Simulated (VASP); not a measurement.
An input for Quantum ESPRESSO's pw.x (written as the equivalent of a VASP run, and not itself run):

```
&CONTROL
  calculation = 'scf'
  pseudo_dir = './pseudo'
  outdir = './out'
  tprnfor = .true.
  tstress = .true.
/
&SYSTEM
  ibrav = 0
  nat = 3
  ntyp = 2
  ecutwfc = 86
  occupations = 'smearing'
  smearing = 'methfessel-paxton'
  degauss = 0.00735
  input_dft = 'pbesol'
/
&ELECTRONS
  conv_thr = 7.3e-09
  electron_maxstep = 100
/
ATOMIC_SPECIES
  Ti 47.867 Ti.upf
  Se 78.971 Se.upf
CELL_PARAMETERS angstrom
     1.7387150   -2.9814274    0.0000000
     1.7387150    2.9814274    0.0000000
     0.0000000    0.0000000    5.8973799
ATOMIC_POSITIONS crystal
  Ti   0.0000000  0.0000000  0.0000000
  Se   0.3333330  0.6666670  0.2619489
  Se   0.6666670  0.3333330  0.7380511
K_POINTS automatic
  10 10 6 0 0 0
```

Problem. Write the VASP files for the same calculation (PBEsol).

Solution. Several could match; the one computed here: 
File POSCAR:
```
TiSe2
1
    1.7387150359    -2.9814274205     0.0000000000
    1.7387150359     2.9814274205     0.0000000000
    0.0000000000     0.0000000000     5.8973799444
Ti Se
1 2
Direct
  0.0000000000   0.0000000000   0.0000000000
  0.3333330000   0.6666670000   0.2619488643
  0.6666670000   0.3333330000   0.7380511357
```

KPOINTS:
```
Automatic
0
Gamma
 10 10 6
0 0 0
```

INCAR:
```
ALGO=Normal
EDIFF=1E-7
ENCUT=480
GGA=PS
ISIF=2
ISMEAR=1
LASPH=T
LCHARG=F
LMAXMIX=4
LREAL=F
LWAVE=F
NELM=100
PREC=Accurate
SIGMA=0.1
SYSTEM=TiSe2
```

POTCAR, in this order: Ti_sv Se (PBE.64 set). Program: vasp_std.

Limits of the translation: the potentials are each code's own (VASP's PAW set, PseudoDojo norm-conserving files in pw.x), so ENCUT and ecutwfc are chosen apart and not converted; conv_thr bounds pw.x's estimated SCF error, while EDIFF bounds the energy change between steps.

The compound is TiSe2 in the 1T layered structure. This cell was strained or had an atom moved on purpose.
